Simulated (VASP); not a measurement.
The input files of a VASP run:

### POSCAR
```
Cu
1
   -0.0000000000     1.8161061920     1.8161061920
    1.8161061920     0.0000000000     1.8161061920
    1.8161061920     1.8161061920    -0.0000000000
Cu
1
Direct
  0.0000000000   1.0000000000   0.0000000000
```

INCAR:
```
LASPH  =  .TRUE.   ! aspherical one-centre terms
EDIFF  =  1E-6
NELM  =  100   ! most electronic steps
ISIF  =  3
ALGO  =  Normal   ! blocked Davidson
IBRION  =  2
SYSTEM  =  Cu
LREAL  =  .FALSE.
ISMEAR  =  1
LMAXMIX  =  4   ! l cut-off of mixed one-centre charges
SIGMA  =  0.1
ENCUT  =  500
NSW  =  40   ! most ionic steps
PREC  =  Accurate
EDIFFG  =  -0.02
GGA  =  PE   ! PBE
LWAVE  =  .FALSE.
LCHARG  =  .FALSE.
```

### KPOINTS
```
Regular mesh
0
gamma
 17 17 17
```

POTCAR, in this order: Cu (PBE.64 set). Program: vasp_std.

Problem. Write an equivalent input for Quantum ESPRESSO's pw.x.

Solution. One equivalent input (not run):
```
&CONTROL
  calculation = 'vc-relax'
  pseudo_dir = './pseudo'
  outdir = './out'
  tprnfor = .true.
  tstress = .true.
  nstep = 40
  forc_conv_thr = 0.00078
/
&SYSTEM
  ibrav = 0
  nat = 1
  ntyp = 1
  ecutwfc = 92
  occupations = 'smearing'
  smearing = 'methfessel-paxton'
  degauss = 0.00735
  input_dft = 'pbe'
/
&ELECTRONS
  conv_thr = 7.3e-08
  electron_maxstep = 100
/
&IONS
/
&CELL
/
ATOMIC_SPECIES
  Cu 63.546 Cu.upf
CELL_PARAMETERS angstrom
    -0.0000000    1.8161062    1.8161062
     1.8161062    0.0000000    1.8161062
     1.8161062    1.8161062   -0.0000000
ATOMIC_POSITIONS crystal
  Cu   0.0000000  1.0000000  0.0000000
K_POINTS automatic
  17 17 17 0 0 0
```
The two are equivalent in intent, not identical: the potentials are each code's own (VASP's PAW set, PseudoDojo norm-conserving files in pw.x), so ENCUT and ecutwfc are chosen apart and not converted; conv_thr bounds pw.x's estimated SCF error, while EDIFF bounds the energy change between steps; forc_conv_thr acts on force components and is met together with etot_conv_thr.

The compound is Cu in the fcc structure. It was relaxed first.
